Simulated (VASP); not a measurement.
OSZICAR of a VASP run on MgO (rock salt):

File OSZICAR:
```
       N       E                     dE             d eps       ncg     rms          rms(c)
DAV:   1     0.127205641204E+02    0.12721E+02   -0.48709E+03   896   0.886E+02
DAV:   2    -0.130943450022E+02   -0.25815E+02   -0.22746E+02   952   0.136E+02
DAV:   3    -0.134683510426E+02   -0.37401E+00   -0.37401E+00   896   0.185E+01
DAV:   4    -0.134688678848E+02   -0.51684E-03   -0.51684E-03  1040   0.704E-01
DAV:   5    -0.134688683467E+02   -0.46197E-06   -0.46197E-06   936   0.147E-02    0.720E+00
DAV:   6    -0.119330977454E+02    0.15358E+01   -0.10267E+01   752   0.224E+01    0.231E+00
DAV:   7    -0.119174608781E+02    0.15637E-01   -0.52239E-02   816   0.270E+00    0.132E+00
DAV:   8    -0.119117940513E+02    0.56668E-02   -0.25836E-02   768   0.243E+00    0.162E-01
DAV:   9    -0.119116862197E+02    0.10783E-03   -0.42471E-04  1064   0.186E-01    0.758E-02
DAV:  10    -0.119117965300E+02   -0.11031E-03   -0.13953E-04   792   0.126E-01    0.537E-03
DAV:  11    -0.119117967154E+02   -0.18540E-06   -0.99165E-07   952   0.901E-03
   1 F= -.11911797E+02 E0= -.11911797E+02  d E =-.119118E+02
```

Problem. Which electronic solver shows in the log?

Solution. It is blocked Davidson (ALGO = Normal, or the opening steps of other solvers). The INCAR had ALGO = Normal.

Problem. Can the final energy be trusted as converged?

Solution. The calculation finished and met its thresholds. It stopped with EDIFF = 1E-6, NELM = 100, NSW = 60 and EDIFFG = -0.01 after 1 ionic step (PBE GGA, plane waves, VASP's PBE PAW potentials (set 64)).

The compound is MgO in the rock salt structure. It was relaxed first. The start is the result of an earlier pass.
